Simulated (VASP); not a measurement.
Data:

```yaml
crystal:
  lattice:
    - [4.71634, 0.00000, 0.00000]
    - [0.00000, 4.71634, 0.00000]
    - [0.00000, 0.00000, 4.71634]
  atoms:
    - { symbol: Ag, position: [0.75000, 0.25000, 0.75000] }
    - { symbol: Ag, position: [0.25000, 0.75000, 0.75000] }
    - { symbol: Ag, position: [0.75000, 0.75000, 0.25000] }
    - { symbol: Ag, position: [0.25000, 0.25000, 0.25000] }
    - { symbol: O, position: [0.00000, 0.00000, 0.00000] }
    - { symbol: O, position: [0.50000, 0.50000, 0.50000] }
```

Computed with AM05 GGA, VASP's PBE PAW potentials (set 64) (plane waves; VASP). Settings: 520 eV cut-off, 7×7×7 Γ-centred mesh, tetrahedra with Blöchl corrections, potentials Ag O.

### Question
Tabulate the total density of states (states/eV per cell) against energy (eV; zero at the valence-band maximum or, without a gap, the Fermi level).

### Answer

| E (eV) | DOS (states/eV) |
|---|---|
| -9.97 | 0.00 |
| -9.85 | 0.00 |
| -9.62 | 0.00 |
| -9.51 | 0.00 |
| -9.27 | 0.00 |
| -9.16 | 0.00 |
| -8.92 | 0.00 |
| -8.81 | 0.00 |
| -8.58 | 0.00 |
| -8.46 | 0.00 |
| -8.23 | 0.00 |
| -8.11 | 0.00 |
| -7.88 | 0.00 |
| -7.76 | 0.00 |
| -7.53 | 0.00 |
| -7.41 | 0.00 |
| -7.30 | 0.00 |
| -7.06 | 0.00 |
| -6.95 | 0.76 |
| -6.72 | 16.1 |
| -6.60 | 13.2 |
| -6.37 | 1.93 |
| -6.25 | 2.68 |
| -6.02 | 3.87 |
| -5.90 | 1.22 |
| -5.67 | 4.15 |
| -5.55 | 2.89 |
| -5.32 | 5.88 |
| -5.20 | 7.74 |
| -4.97 | 6.96 |
| -4.86 | 4.49 |
| -4.62 | 1.52 |
| -4.51 | 1.10 |
| -4.39 | 1.09 |
| -4.16 | 7.41 |
| -4.04 | 18.1 |
| -3.81 | 8.18 |
| -3.69 | 10.8 |
| -3.46 | 24.0 |
| -3.34 | 17.2 |
| -3.11 | 20.7 |
| -3.00 | 21.5 |
| -2.76 | 9.85 |
| -2.65 | 3.56 |
| -2.41 | 6.90 |
| -2.30 | 6.01 |
| -2.07 | 6.74 |
| -1.95 | 2.93 |
| -1.83 | 4.48 |
| -1.60 | 6.49 |
| -1.48 | 4.93 |
| -1.25 | 1.95 |
| -1.14 | 1.75 |
| -0.90 | 3.37 |
| -0.79 | 6.94 |
| -0.55 | 6.08 |
| -0.44 | 3.67 |
| -0.21 | 1.22 |
| -0.09 | 0.61 |
| 0.14 | 0.03 |
| 0.26 | 0.10 |
| 0.49 | 0.23 |
| 0.61 | 0.26 |
| 0.84 | 0.38 |
| 0.96 | 0.45 |
| 1.07 | 0.51 |
| 1.31 | 0.68 |
| 1.42 | 0.76 |
| 1.65 | 1.17 |
| 1.77 | 1.92 |
| 2.00 | 2.99 |
| 2.12 | 1.55 |
| 2.35 | 0.89 |
| 2.47 | 2.43 |
| 2.70 | 3.43 |
| 2.82 | 3.94 |
| 3.05 | 2.44 |
| 3.17 | 1.89 |
| 3.40 | 2.23 |
| 3.51 | 2.39 |
Within 2 eV below the valence-band maximum the largest weight inside VASP's projection spheres is Ag d, then O p.

The compound is Ag2O in the cuprite structure. It was relaxed first.
